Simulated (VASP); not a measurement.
HfO2:

```xyz
6
Lattice="3.6043 0.0000 0.0000 0.0000 3.6043 0.0000 0.0000 0.0000 5.2636" Properties=species:S:1:pos:R:3 pbc="T T T"
Hf    1.8022    1.8022    2.6318
Hf    0.0000    0.0000    0.0000
O     0.0000    1.8022    3.6492
O     1.8022    0.0000    4.2461
O     1.8022    0.0000    1.6144
O     0.0000    1.8022    1.0174
```

Measurements of this composition are mostly on another form, of space group No. 14.

```yaml
Program: VASP 6.6.1
Task: relaxation of cell and atoms
Functional: LDA
Potentials_or_basis: VASP PAW LDA potentials, release 64 (Hf_pv, O)
Cutoff: 600 eV
k_mesh: 6 × 6 × 4
Occupations: fermi-dirac, width 0.05 eV
Spin: no spin polarisation
```

At the start: pressure -16.3 GPa; volume 11.40 Å³/atom.

Task: Where does the relaxation end?

Result: Over 20 steps the energy falls by 46.7 meV/atom and the volume is 10.49 Å³/atom (-7.9 %); space group P4_2/nmc (No. 137, to 0.05 Å).

Step by step:
| step | energy change (eV) | largest force (eV/Å) | pressure (GPa) | volume (Å³) |
| --- | --- | --- | --- | --- |
| 1 | 0.0000 | 0.1506 | -16.34 | 68.38 |
| 2 | 0.4546 | 1.1372 | 37.25 | 57.51 |
| 3 | -0.2397 | 0.2578 | -0.71 | 64.09 |
| 4 | -0.2399 | 0.2702 | -0.24 | 63.98 |
| 5 | -0.2398 | 0.2796 | 0.15 | 63.89 |
| 6 | -0.2542 | 0.2418 | 0.26 | 63.66 |
| 7 | -0.2668 | 0.1451 | 0.92 | 62.95 |
| 8 | -0.2679 | 0.1646 | 0.72 | 63.11 |
| 9 | -0.2773 | 0.0602 | -0.61 | 63.25 |
| 10 | -0.2786 | 0.0115 | -1.25 | 63.32 |
| 11 | -0.2793 | 0.0123 | 0.86 | 62.78 |
| 12 | -0.2801 | 0.0119 | -0.02 | 63.01 |
| 13 | -0.2802 | 0.0139 | 0.07 | 62.98 |
| 14 | -0.2802 | 0.0151 | 0.13 | 62.96 |
| 15 | -0.2802 | 0.0080 | -0.12 | 63.00 |
| 16 | -0.2802 | 0.0090 | -0.08 | 62.99 |
| 17 | -0.2803 | 0.0047 | -0.07 | 62.98 |
| 18 | -0.2803 | 0.0001 | -0.05 | 62.96 |
| 19 | -0.2803 | 0.0020 | 0.07 | 62.93 |
| 20 | -0.2803 | 0.0011 | 0.03 | 62.95 |

Final structure:
```
Hf O
1.0
     3.52330    0.00000    0.00000
     0.00000    3.52330    0.00000
     0.00000    0.00000    5.07063
Hf O
2 4
Direct
  0.50000 0.50000 0.50000
  0.00000 0.00000 0.00000
  0.00000 0.50000 0.70613
  0.50000 0.00000 0.79387
  0.50000 0.00000 0.29387
  0.00000 0.50000 0.20613
```
